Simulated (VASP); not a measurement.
Level of theory: PBE GGA, VASP's PBE PAW potentials (set 64) (plane waves; VASP).

A VASP calculation is set up with these files.

### KPOINTS
```
Automatic
0
G
1 1 1
```

File POSCAR:
```
Ga35GeN35
1
    4.8683178927    -8.4321738171     0.0000000000
    4.8683178927     8.4321738171     0.0000000000
    0.0000000000     0.0000000000    10.5562839806
Ga N Ge
35 35 1
Direct
  0.2212829973   0.1126663032   0.2502625461
  0.1114900419   0.2226948679   0.9992208895
  0.2233570195   0.1115953291   0.7501776367
  0.1065586564   0.2331417526   0.5018023339
  0.2238425240   0.4446089427   0.2544069279
  0.1114975300   0.5553230643   0.9994350738
  0.2243526770   0.4456095160   0.7498224574
  0.1064078851   0.5401734060   0.5020411591
  0.2211026400   0.7748805934   0.2503519217
  0.1120858585   0.8893315812   0.0013155430
  0.2232161230   0.7784359566   0.7503653535
  0.1123010377   0.8894814309   0.5000541854
  0.5541582911   0.1102468833   0.2493450951
  0.4443621911   0.2223474904   0.0002484159
  0.5554024218   0.1109607038   0.7503790874
  0.4422849730   0.2225193007   0.5003335594
  0.5557862536   0.4456820588   0.2488850451
  0.4452849242   0.5559290181   0.9985749260
  0.5582017698   0.4447669303   0.7495878105
  0.5557071182   0.7765366026   0.2489342781
  0.4443233439   0.8885970891   0.0003781549
  0.5581566612   0.7801206085   0.7496492551
  0.4421540471   0.8862556129   0.5004380780
  0.8886394535   0.1112612537   0.2483998802
  0.7773429456   0.2219850582   0.9996244629
  0.8892751996   0.1121939577   0.7504177734
  0.7730185080   0.2197560488   0.4996263325
  0.8887036484   0.4438008356   0.2484359431
  0.7780523000   0.5556099028   0.9996460311
  0.8890542339   0.4437163232   0.7505450242
  0.7809505330   0.5588953293   0.5016935711
  0.8894894001   0.7780076915   0.2491700638
  0.7780826236   0.8890920384   0.9995631867
  0.8914277316   0.7790602256   0.7508451725
  0.7809873930   0.8887270505   0.5017020612
  0.2192166420   0.1170517816   0.4395967057
  0.1098185936   0.2210814214   0.1863897523
  0.2224711704   0.1109532852   0.9383581994
  0.1118509580   0.2224168105   0.6903439237
  0.1100879027   0.5549056158   0.1867135523
  0.2234694540   0.4450603646   0.9373956997
  0.1116601860   0.5561778755   0.6906019271
  0.2191155716   0.7687278488   0.4396507438
  0.1126300007   0.8895311703   0.1900938268
  0.2224455746   0.7780965791   0.9385063291
  0.1129481467   0.8898375964   0.6877499507
  0.5503572492   0.1084018864   0.4378740833
  0.4441344287   0.2228682740   0.1891311030
  0.5549628061   0.1107659062   0.9385641615
  0.4453511531   0.2229146250   0.6879736085
  0.5567078998   0.4484204516   0.4401422453
  0.4471782253   0.5568430240   0.1850584947
  0.5560530414   0.4442631556   0.9372485572
  0.4500085935   0.5583832680   0.6854458717
  0.5566158885   0.7748024207   0.4402053249
  0.4440286513   0.8876498216   0.1892698381
  0.5560235571   0.7783693034   0.9372859417
  0.4451812222   0.8889852700   0.6880218537
  0.8838846331   0.1087178464   0.4367869974
  0.7763764783   0.2213989994   0.1878672989
  0.8888188007   0.1113633645   0.9380994285
  0.7771237768   0.2218701308   0.6876997369
  0.8837993938   0.4416978878   0.4368450526
  0.7778921569   0.5556143957   0.1880817311
  0.8887392167   0.4440546874   0.9382337376
  0.7801939823   0.5569038464   0.6889004053
  0.8912305786   0.7789279855   0.4376900678
  0.7778014285   0.8886991425   0.1880603001
  0.8900200343   0.7783180116   0.9388888018
  0.7801454643   0.8900409470   0.6888847569
  0.4319081834   0.5492312413   0.4960087548
```

INCAR:
```
# general
SYSTEM     = Ga35GeN35
PREC       = Normal
ENCUT      = 400
LREAL      = Auto
LASPH      = .True.
ISYM       = 0
NELECT     = 286.0

# electronic loop
EDIFF      = 1E-6
NELM       = 100
NELMIN     = 4
ALGO       = Fast
LMAXMIX    = 4

# smearing
ISMEAR     = 0
SIGMA      = 0.05

# functional
GGA        = PE

# spin
ISPIN      = 2
MAGMOM     = 71*0.0282
NUPDOWN    = 2

# output
LWAVE      = .False.
LCHARG     = .False.
LORBIT     = 11

# other
LHYPERFINE = .True.
```

POTCAR, in this order: Ga N Ge (PBE.64 set). Program: vasp_gam. Read from the step before: WAVECAR.

Output

### OSZICAR
```
       N       E                     dE             d eps       ncg     rms          rms(c)
DAV:   1    -0.413098441794E+03   -0.41310E+03   -0.13405E-05   896   0.106E-02    0.293E-03
RMM:   2    -0.413098441347E+03    0.44685E-06   -0.25942E-06   503   0.385E-03    0.164E-03
RMM:   3    -0.413098441284E+03    0.62651E-07   -0.19014E-06   562   0.216E-03    0.920E-04
RMM:   4    -0.413098441284E+03    0.71668E-09   -0.28042E-07   412   0.101E-03
   1 F= -.41309844E+03 E0= -.41309844E+03  d E =-.177343E-11  mag=     2.0000
```

### OUTCAR
```
------------------------ aborting loop because EDIFF is reached ----------------------------------------
  FORCE on cell =-STRESS in cart. coord.  units (eV):
  Direction    XX          YY          ZZ          XY          YZ          ZX
  --------------------------------------------------------------------------------------
  Total       17.9254225     14.2942043     17.3218688     -3.3747701     -0.2913132      0.7500539
  in kB       33.1375536     26.4247584     32.0218035     -6.2387163     -0.5385316      1.3865754
  external PRESSURE =      30.5280385 kB  Pullay stress =       0.0000000 kB
  volume of cell :      866.68
      direct lattice vectors                 reciprocal lattice vectors
     4.868317893 -8.432173817  0.000000000     0.102704879 -0.059296690  0.000000000
     4.868317893  8.432173817  0.000000000     0.102704879  0.059296690  0.000000000
     0.000000000  0.000000000 10.556283981     0.000000000  0.000000000  0.094730305
 POSITION                                       TOTAL-FORCE (eV/Angst)
 -----------------------------------------------------------------------------------
      1.62577     -0.91587      2.64184        -0.007447      0.007074      0.000215
      1.62692      0.93770     10.54806         0.019282     -0.002517     -0.002038
      1.63065     -0.94239      7.91909        -0.004903      0.001184      0.002998
      1.65377      1.06737      5.29717        -0.000809     -0.002441     -0.002641
      3.25423      1.86154      2.68559         0.001054      0.003053      0.004930
      3.24629      3.74241     10.55032         0.002674     -0.007841      0.001246
      3.26159      1.86568      7.91534         0.002841     -0.003021      0.000683
      3.14776      3.65759      5.29969        -0.006564      0.000417      0.005300
      4.84876      4.66955      2.64279         0.000967      0.008854     -0.004809
      4.87522      6.55387      0.01389         0.012031     -0.002826     -0.003621
      4.87636      4.68171      7.92107        -0.006850      0.004491     -0.012355
      4.87700      6.55332      5.27871         0.004927     -0.000605      0.000536
      3.23454     -3.74314      2.63216         0.000882      0.005413     -0.004584
      3.24575     -1.87207      0.00262        -0.001997      0.002474     -0.003007
      3.24407     -3.74761      7.92121         0.004838      0.001842     -0.002685
      3.23648     -1.85310      5.28166        -0.001646      0.004390      0.004455
      4.87547     -0.92842      2.62730        -0.003480     -0.001826      0.004211
      4.87423      0.93297     10.54124        -0.002257      0.001329     -0.007609
      4.88277     -0.95650      7.91286         0.001620      0.003310      0.004829
      6.48579      1.86207      2.62782         0.008458      0.004036      0.009889
      6.48908      3.74619      0.00399         0.000423     -0.005194      0.001319
      6.51516      1.87164      7.91351        -0.007189     -0.011814     -0.006864
      6.46712      3.74474      5.28277        -0.008178     -0.004709      0.001981
      4.86783     -6.55499      2.62218        -0.004704      0.000807     -0.003240
      4.86505     -4.68287     10.55232        -0.009480     -0.001491     -0.001257
      4.87547     -6.55248      7.92162        -0.001455      0.004726     -0.001129
      4.83314     -4.66521      5.27420         0.003207      0.003397     -0.010446
      6.48706     -3.75150      2.62256         0.006428      0.005350      0.013444
      6.49269     -1.87567     10.55255         0.003970     -0.004499     -0.024784
      6.48835     -3.75517      7.92297         0.003799     -0.006298     -0.000415
      6.52280     -1.87241      5.29602         0.000426     -0.001227      0.000648
      8.11791     -0.94003      2.63031         0.006685     -0.002013      0.000271
      8.11634      0.93605     10.55167         0.000828      0.002058      0.012190
      8.13247     -0.94750      7.92613         0.008304      0.004354      0.000362
      8.12870      0.90848      5.29611        -0.006031     -0.002111      0.000670
      1.63706     -0.86147      4.64051        -0.002433      0.003199      0.002780
      1.61093      0.93819      1.96758        -0.004474     -0.004200      0.005941
      1.62322     -0.94034      9.90558         0.004382     -0.004646     -0.003096
      1.62732      0.93231      7.28747        -0.000352      0.001141     -0.005698
      3.23740      3.75078      1.97100        -0.007273      0.003487      0.006034
      3.25462      1.86849      9.89542         0.002938     -0.004951      0.003556
      3.25125      3.74825      7.29019        -0.002318     -0.003378     -0.010397
      4.80914      4.63443      4.64108        -0.005027     -0.001795      0.001529
      4.87884      6.55097      2.00668        -0.008828      0.000513     -0.003100
      4.87096      4.68535      9.90714         0.002321     -0.006326      0.001433
      4.88188      6.55087      7.26008         0.000304      0.003415      0.000011
      3.20705     -3.72664      4.62232         0.004334      0.000362      0.002204
      3.24718     -1.86575      1.99652         0.003364      0.002719      0.007541
      3.24098     -3.74555      9.90775        -0.006680     -0.000179      0.000269
      3.25333     -1.87562      7.26244         0.002173     -0.000955     -0.002000
      4.89328     -0.91310      4.64627        -0.003717      0.002555      0.005405
      4.88789      0.92471      1.95353        -0.001855     -0.006510     -0.001565
      4.86986     -0.94263      9.89386         0.008647     -0.001084     -0.002191
      4.90917      0.91383      7.23576         0.004897     -0.007107     -0.001951
      6.48177      1.83979      4.64693        -0.001243      0.002194     -0.000739
      6.48303      3.74069      1.99799        -0.001200     -0.000836     -0.001448
      6.49625      1.87486      9.89426         0.008978     -0.003499     -0.001056
      6.49515      3.74223      7.26295         0.004658     -0.002400      0.002961
      4.83230     -6.53634      4.61085        -0.001942      0.005116      0.005658
      4.85749     -4.67967      1.98318        -0.005931      0.005195     -0.000211
      4.86920     -6.55564      9.90284        -0.012663      0.001740      0.002648
      4.86342     -4.68200      7.25955         0.005536      0.001529     -0.000454
      6.45294     -3.72788      4.61146        -0.000708      0.000425      0.002348
      6.49193     -1.87428      1.98544        -0.004118     -0.004957      0.011345
      6.48846     -3.74966      9.90426         0.002886      0.004183      0.003424
      6.50942     -1.88282      7.27223        -0.001050     -0.004188     -0.005954
      8.13086     -0.94695      4.62038        -0.002752      0.002219     -0.000058
      8.11305      0.93511      1.98522        -0.002390      0.007145      0.006911
      8.12200     -0.94189      9.91118        -0.004942      0.002490     -0.003700
      8.13100      0.92666      7.27206         0.007004     -0.005626     -0.000715
      4.77650      0.98929      5.23601        -0.001182      0.004890     -0.006356
 -----------------------------------------------------------------------------------
    total drift:                                0.055494     -0.051114     -0.223863
  FREE ENERGIE OF THE ION-ELECTRON SYSTEM (eV)
  ---------------------------------------------------
  free  energy   TOTEN  =      -413.0984412837 eV

  energy  without entropy=     -413.0984412837  energy(sigma->0) =     -413.09844128

 total charge

# of ion       s       p       d       tot
------------------------------------------
    1        1.006   1.345   0.357   2.708
    2        1.005   1.353   0.361   2.719
    3        1.006   1.354   0.360   2.719
    4        1.030   1.161   0.261   2.453
    5        1.069   1.163   0.244   2.476
    6        1.005   1.352   0.360   2.717
    7        1.008   1.332   0.351   2.691
    8        1.031   1.162   0.261   2.454
    9        1.006   1.345   0.357   2.708
   10        1.005   1.347   0.357   2.708
   11        1.006   1.355   0.360   2.720
   12        1.002   1.304   0.336   2.641
   13        1.006   1.351   0.359   2.716
...
```
(Selected blocks of OUTCAR.)

At this cut-off the stress carries a Pulay error, which pulls relaxed volumes low. The cell is charged, with a uniform compensating background.  The supercell is sampled at Γ alone, which is coarse: total energies, pressure and levels can be off, energies of defects by several tenths of an eV.

The cell is a supercell with a defect, built from GaN (wurtzite): Ge_Ga-vac_N, charge -2.
